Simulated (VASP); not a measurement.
Sr5Mg (space group R32): computed properties

Method: PBEsol GGA, VASP's PBE PAW potentials (set 64) (plane waves; VASP 6.6.1).

```yaml
space_group: R32 (155)
cell: a = 6.9877 Å, b = 6.9877 Å, c = 19.7840 Å, α = 90.00°, β = 90.00°, γ = 120.00°
volume_per_atom: 46.48 Å^3/atom
band gap (over mesh and band path): none (metal, semimetal or under 0.01 eV)
density: 2.75 g/cm³
```

```xyz
6
Lattice="3.4938 2.0172 6.5947 -3.4938 2.0172 6.5947 0.0000 -4.0343 6.5947" Properties=species:S:1:pos:R:3 pbc="T T T"
Sr    -2.2936     0.0617    13.1893
Sr     1.0933     2.0172     6.5947
Sr    -2.2936    -0.0617     6.5947
Sr     0.0000     0.0000     3.2546
Sr     0.0000     0.0000    16.5293
Mg     0.0000     0.0000     9.8920
```

The structure comes from a computed database's Sr5Mg entry (R32); how it stands against other phases isn't given here. It was relaxed first, which changed the volume by -6 %. Symmetry was kept, so distortions that lower it aren't found.
